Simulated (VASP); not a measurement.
# CuSi11C12 (a cell with a defect) in VASP: a series of runs, part 2 of 2

VASP 6.6.1.

## 3. Single point, PBEsol, collinear spin, ferromagnetic start

INCAR reads:

```
PREC = Accurate ; ENCUT = 450
EDIFF = 1E-5 ; ISMEAR = 0
SIGMA = 0.03 ; LREAL = Auto
LASPH = True ; NELM = 120
ALGO = Normal ; ISIF = 2
LWAVE = False ; LCHARG = False
ISPIN = 2 ; MAGMOM = 1 0 0 0 0 0 0 0 0 0 0 0 0 0 0 0 0 0 0 0 0 0 0 0
LORBIT = 11 ; NUPDOWN = 1
LMAXMIX = 4 ; GGA = PS
ISYM = 0 ; KPAR = 4
```

KPOINTS reads:

```
regular mesh
0
Gamma
  2 3 3
```

POSCAR reads:

```
CuSi11C12                               
1.0
    0.0000000000      6.5370000000      6.5370000000
    4.3580000000      0.0000000000      4.3580000000
    4.3580000000      4.3580000000      0.0000000000
  Cu              Si              C             
     1    11    12
Direct
     0.0010259405190179    0.0002635976653580    0.0005487889729573
     0.9983194789176578    0.9983794761111556    0.5030702982315673
     0.9984279086407098    0.5028448412909272    0.9986047435786952
     0.9978623534199882    0.5027577864670616    0.5032727274726236
     0.3345063814186682    0.0006761861632530    0.0004782034862862
     0.3354484122086457    0.9997205318554142    0.4995884091942953
     0.3355315986346216    0.4996058210089637    0.9996923705793832
     0.3332025211381286    0.5010521481491432    0.5007056972545173
     0.6712700747212040    0.9984476225139411    0.9982951218597574
     0.6669656249014730    0.0004676606372447    0.5011235978150704
     0.6669648722145709    0.5010065759837815    0.0006098494833766
     0.6675551292828948    0.5001996310988449    0.4999822356131100
     0.0880063836022711    0.1325520573037952    0.1328047538449071
     0.0886465126688370    0.1316592903971709    0.6047501592937111
     0.0886537298821918    0.6045364356364062    0.1320737222494724
     0.0834474105991451    0.6254700641481443    0.6257345722592965
     0.4217091057997019    0.1233525418470156    0.1232828931617343
     0.4157003595852645    0.1266173402784616    0.6269520954353480
     0.4157664934255848    0.6271681578552548    0.1263055205422830
     0.4175512114987539    0.6251049373080482    0.6249863469859728
     0.7365681870489843    0.1329408600199745    0.1331324220283058
     0.7503309348041727    0.1257010076720589    0.6249500817619419
     0.7503660342283157    0.6249899397793778    0.1255038127763557
     0.7491133408392110    0.6262504888092142    0.6263555761190133
```

Potentials or basis: VASP PAW PBE potentials, release 64 (Cu, Si, C).

Run with:

```
> cat potpaw_PBE.64/Cu/POTCAR potpaw_PBE.64/Si/POTCAR potpaw_PBE.64/C/POTCAR > POTCAR
> mpirun -np 4 vasp_std > vasp.out
```

It took 3.5 min on 4 MPI ranks of Intel Xeon Platinum 8488C (Sapphire Rapids), shared host; peak memory 0.57 GiB.

The run converged. Its results:

* Free energy: -184.7054 eV
* Largest force: 0.070 eV/Å
* Net moment: 1.00 μB per cell
* Site moments: Cu +0.21; Si +0.00, +0.01, -0.00; C +0.04, +0.05, +0.00, +0.02, +0.14, +0.01 μB
* Valence electrons inside the program's atomic spheres: Cu 10.13; Si 1.70, 1.69, 1.68; C 2.47, 2.54, 2.52, 2.53, 2.50

Forces on the atoms (eV/Å):
```
Cu  -0.018  0.011  0.013
Si  -0.005  0.006  0.026
Si   0.002  0.020  0.002
Si  -0.014  0.005  0.020
Si  -0.007  0.026  0.024
Si  -0.011  0.001  0.040
Si  -0.011  0.023 -0.007
Si  -0.008  0.013 -0.001
Si   0.025 -0.036 -0.048
Si   0.040  0.001 -0.026
Si   0.029 -0.031  0.004
Si   0.018 -0.008 -0.015
C   -0.052 -0.035 -0.030
C    0.029  0.029 -0.023
C    0.018 -0.023  0.031
C   -0.023 -0.011 -0.005
C   -0.005 -0.009 -0.010
C   -0.014  0.003 -0.008
C   -0.006 -0.002 -0.004
C    0.005 -0.001 -0.004
C   -0.012  0.010  0.019
C    0.005  0.002 -0.004
C    0.015  0.007  0.009
C    0.003 -0.001 -0.004
```

Caveat: the k mesh is coarse (spacing up to 0.42 Å⁻¹), so the values aren't converged; the cutoff is under 1.25 times the usual one of these potentials, so pressure, stress and relaxed cells hold a basis-set (Pulay) error; the PAW data sets were made with another functional, which shifts forces and pressure a little; the total moment is fixed, so each spin has its own Fermi level.

## 4. Single point, PBEsol, collinear spin, ferromagnetic start

INCAR reads:

```
PREC     = Accurate       # precision mode
ENCUT    = 450            # plane-wave cutoff, eV
EDIFF    = 1E-5           # SCF threshold, eV
ISMEAR   = 0              # smearing method
SIGMA    = 0.03           # smearing width, eV
LREAL    = Auto         
LASPH    = True           # aspherical terms in the spheres
NELM     = 120            # most SCF steps
ALGO     = Normal         # electronic algorithm
ISIF     = 2              # what is computed and relaxed
LWAVE    = False          # write WAVECAR
LCHARG   = False          # write CHGCAR
ISPIN    = 2              # spin polarisation
MAGMOM   = 3 0 0 0 0 0 0 0 0 0 0 0 0 0 0 0 0 0 0 0 0 0 0 0 # initial moments
LORBIT   = 11             # projections on sites
NUPDOWN  = 3              # fixed moment
LMAXMIX  = 4              # l up to which the mixer works
GGA      = PS             # functional
ISYM     = 0            
KPAR     = 4
```

KPOINTS is that of step 3.

POSCAR reads:

```
CuSi11C12                               
1.0
    0.0000000000      6.5370000000      6.5370000000
    4.3580000000      0.0000000000      4.3580000000
    4.3580000000      4.3580000000      0.0000000000
  Cu              Si              C             
     1    11    12
Direct
     0.9986250593378860    0.0007829700289506    0.0011946286955630
     0.9996836410677337    0.9984949738954965    0.5024326542835343
     0.9998009619263166    0.5021494650736739    0.9987101313255741
     0.9998764865268769    0.5018701237452082    0.5024277282466380
     0.3334947946703698    0.0002284431766928    0.9999124869814313
     0.3352394767772292    0.9991179598489015    0.5009599065115323
     0.3352777870178449    0.5010132931996513    0.9990605062318384
     0.3338673529806515    0.5008036104583905    0.5003364264949780
     0.6688301417012085    0.9992536248598292    0.9991581911003468
     0.6675195633335775    0.9996581468801339    0.5017116912659298
     0.6674883442717637    0.5014760845892561    0.9999084839372036
     0.6682599315722140    0.5000641552555131    0.4998462882602683
     0.0870091092052848    0.1318438235581779    0.1320088039933963
     0.0887918587369343    0.1309259249121704    0.6072057265238417
     0.0887721044234675    0.6069527093826106    0.1313475533158932
     0.0839234031912958    0.6256284448187519    0.6258243508148894
     0.4180568308529247    0.1244171730900080    0.1243099418376032
     0.4164315540245401    0.1260086951554833    0.6264391166488833
     0.4164734509546170    0.6267664522246484    0.1255630584005885
     0.4183183857846333    0.6247736907987818    0.6246400659714006
     0.7358828755880298    0.1329815024881238    0.1332939993817931
     0.7504133820152754    0.1254055319134929    0.6255555109516888
     0.7504260028050382    0.6255912880697778    0.1251992045206920
     0.7504775012343009    0.6255569125762870    0.6257575443044727
```

Run with:

```
> cat potpaw_PBE.64/Cu/POTCAR potpaw_PBE.64/Si/POTCAR potpaw_PBE.64/C/POTCAR > POTCAR
> mpirun -np 4 vasp_std > vasp.out
```

Wall time 4 min (4 MPI ranks of Intel Xeon Platinum 8375C at 2.90GHz (Ice Lake), shared host); peak memory 0.58 GiB.

It converged, with:

* Free energy: -184.0330 eV
* Largest force: 0.055 eV/Å
* Net moment: 3.00 μB per cell
* Site moments: Cu +0.66; Si +0.00, +0.01, -0.00; C +0.26, +0.01, +0.09, +0.03, +0.20, +0.02 μB
* Valence electrons inside the program's atomic spheres: Cu 10.13; Si 1.70, 1.69, 1.68; C 2.49, 2.48, 2.54, 2.52, 2.50

Forces in eV/Å, atoms in the order of the input:
```
Cu  -0.016 -0.003  0.004
Si   0.001 -0.004  0.006
Si   0.012 -0.010 -0.004
Si  -0.001 -0.003  0.015
Si   0.005  0.030  0.026
Si  -0.025 -0.007  0.044
Si  -0.026  0.031 -0.011
Si  -0.007  0.016 -0.001
Si   0.021 -0.033 -0.039
Si   0.034 -0.002 -0.016
Si   0.023 -0.024  0.007
Si   0.012 -0.007 -0.016
C   -0.015  0.008  0.002
C    0.000  0.002  0.003
C   -0.010  0.006  0.002
C   -0.020 -0.003 -0.001
C   -0.013  0.006  0.005
C   -0.011  0.001 -0.013
C   -0.001 -0.002 -0.007
C    0.008  0.000  0.000
C    0.019 -0.023 -0.012
C    0.001  0.006 -0.001
C    0.008  0.014  0.011
C   -0.002  0.000 -0.001
```

Caveat: the k mesh is coarse (spacing up to 0.42 Å⁻¹), so the values aren't converged; the cutoff is under 1.25 times the usual one of these potentials, so pressure, stress and relaxed cells hold a basis-set (Pulay) error; the PAW data sets were made with another functional, which shifts forces and pressure a little; the total moment is fixed, so each spin has its own Fermi level.

## 5. Overview

```csv
level,spin,U,fixed moment (μB),cell,moment (μB),largest force (eV/Å)
PBEsol+U,off,Cu d U = 5 eV,-,"Cm, 10.35 Å³/atom",-,1.98
PBEsol,"collinear, ferromagnetic start",-,1,"P1, 10.35 Å³/atom",1.00,0.07
PBEsol,"collinear, ferromagnetic start",-,3,"P1, 10.35 Å³/atom",3.00,0.06
```

Some of these runs hold the atoms at other places in the same cell, which the table doesn't show; runs alike in all that it shows share one row.

Alike in all rows: task single point; potentials or basis VASP PAW PBE potentials, release 64 (Cu, Si, C); k mesh 2 × 3 × 3; cutoff (eV) 450; smearing gaussian 0.03 eV; the mesh is coarse, so values aren't converged.

Caveats: all runs use coarse meshes; the cutoff is under 1.25 times the usual one of these potentials, so pressure, stress and relaxed cells hold a basis-set (Pulay) error; the PAW data sets were made with another functional, which shifts forces and pressure a little; the total moment is fixed, so each spin has its own Fermi level (some runs); U without spin polarisation on a metal has little footing (some runs); the U is typed as a test and isn't derived for this compound (some runs).

Absolute energies hang on the potentials; compare differences alone.
